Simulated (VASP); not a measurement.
Calculation: r2SCAN meta-GGA, VASP's PBE PAW potentials (set 64) (plane waves; VASP).

The input files of a VASP run:

KPOINTS_OPT:
```
k-points along high-symmetry lines
10
Line-mode
Reciprocal
  0.000000   0.000000   0.000000 ! GAMMA
 -0.500000  -0.500000   0.000000 ! X

 -0.500000  -0.500000   0.000000 ! X
 -0.375000  -0.375000   0.250000 ! U

 -0.375000   0.000000   0.375000 ! K
  0.000000   0.000000   0.000000 ! GAMMA

  0.000000   0.000000   0.000000 ! GAMMA
  0.000000   0.000000   0.500000 ! L

  0.000000   0.000000   0.500000 ! L
 -0.500000  -0.250000   0.250000 ! W

 -0.500000  -0.250000   0.250000 ! W
 -0.500000  -0.500000   0.000000 ! X
```

**INCAR**
```
! general
SYSTEM =BiB
PREC   =Accurate
ENCUT  =520   ! plane-wave cut-off (eV)
LREAL  =F   ! projection in real space or not
LASPH  =T

! electronic loop
EDIFF  =1E-7   ! SCF stop (eV)
NELM   =100   ! most electronic steps
ALGO   =Normal   ! blocked Davidson
LMAXMIX=4   ! l cut-off of mixed one-centre charges
LMIXTAU=T

! smearing
ISMEAR =-5

! functional
METAGGA=R2SCAN

! ions
ISIF   =2   ! forces and stress, cell fixed

! output
LWAVE  =F
LCHARG =F
LORBIT =11   ! lm-projected
NEDOS  =601   ! DOS grid
```

### POSCAR
```
BiB
1.0
  0.0000000000   2.7446091342   2.7446091342
  2.7446091342   0.0000000000   2.7446091342
  2.7446091342   2.7446091342   0.0000000000
Bi B
1 1
Cartesian
  1.3723045671   1.3723045671   1.3723045671
  0.0000000000   0.0000000000   0.0000000000
```

### KPOINTS
```
kpoints
0
Gamma
  9 9 9
```

POTCAR, in this order: Bi_d B (PBE.64 set). Program: vasp_std.

Unless said otherwise, spin-orbit coupling is left out, though it shifts the bands of the heavy elements here.

Question: Predict the energy per atom (σ→0), band gap (over mesh and band path).

Answer: 
- energy per atom (σ→0): -32.156 eV/atom
- band gap (over mesh and band path): 0.40 eV

OSZICAR:
```
...
DAV:  16    -0.643120178114E+02   -0.25331E-05   -0.22326E-06  1185   0.153E-02    0.849E-04
DAV:  17    -0.643120180907E+02   -0.27929E-06   -0.71094E-07   920   0.987E-03    0.621E-04
DAV:  18    -0.643120193285E+02   -0.12378E-05   -0.15045E-07   882   0.484E-03    0.296E-04
DAV:  19    -0.643120191493E+02    0.17920E-06   -0.52928E-08   645   0.235E-03    0.733E-05
DAV:  20    -0.643120192285E+02   -0.79147E-07   -0.11374E-08   490   0.106E-03
   1 F= -.64312019E+02 E0= -.64312019E+02  d E =0.000000E+00
       N       E                     dE             ncg
       N       E                     dE             ncg
```

The structure was generated: BiB was put into the zincblende type (F-43m), which need not be its known phase. It was relaxed first, which changed the volume by -6 %.
